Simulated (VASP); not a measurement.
RuS and the effect of spin-orbit coupling

The cell as given:

The structure is hexagonal, space group P-6m2 (No. 187). The conventional cell has a = 3.369 Å, b = 3.369 Å, c = 3.288 Å, α = 90.00°, β = 90.00°, γ = 120.00°. Around Ru (site symmetry -6m2) lie 6 S at 2.55 Å. S (site symmetry -6m2) is surrounded by 6 Ru at 2.55 Å.

The cell comes from a database or a generator and needn't be the stable form of this composition.

Kept alike: task relaxation of cell and atoms; functional LDA; k mesh 7 × 7 × 6; occupations fermi-dirac, width 0.05 eV. Program: VASP, LDA PAW files Ru_pv, S, 600 eV. The mesh is that of the run's cell of 2 atoms.

```csv
spin-orbit coupling,volume (Å³/atom),third edge of the run's cell (Å)
off,13.957,2.866
on,13.970,2.870
```

The relaxations keep at least the cell's symmetry (P-6m2). Relaxations stop with a little pressure left, so the last digits of a volume or edge aren't settled.

Problem. What does spin-orbit coupling change here?

Solution. The volume runs from 13.957 (off) to 13.970 Å³/atom (on). The third edge of the run's cell runs from 2.866 (off) to 2.870 Å (on).
